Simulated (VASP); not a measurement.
Energy against volume of GdN (rock salt). Level of theory: PBEsol GGA, VASP's PBE PAW potentials (set 64) (plane waves; VASP 6.6.1). Numerical set-up: 520 eV cut-off, 13×13×13 Γ-centred mesh, first-order Methfessel-Paxton smearing of 0.10 eV, potentials Gd_3 N.

The 4f electrons are frozen in the core of the lanthanide potential, so 4f levels, which can set the real gap, and their magnetism are missing.

| V (Å³/atom) | E (eV/atom) |
|---|---|
| 14.040 | -8.53005 |
| 14.488 | -8.55404 |
| 14.936 | -8.56138 |
| 15.384 | -8.55457 |

Fit these four points and predict the energy of the run at 15.832 Å³/atom.

A cubic in V^(−2/3), the third-order Birch-Murnaghan form, passes through the four points with V0 = 14.93 Å³/atom and B0 = 169 GPa, and gives -8.5357 eV/atom there. The run gave -8.5357 eV/atom, +0.0 meV/atom from the fit; all five points give B0 = 169 GPa.

The compound is GdN in the rock salt structure. It was relaxed first.
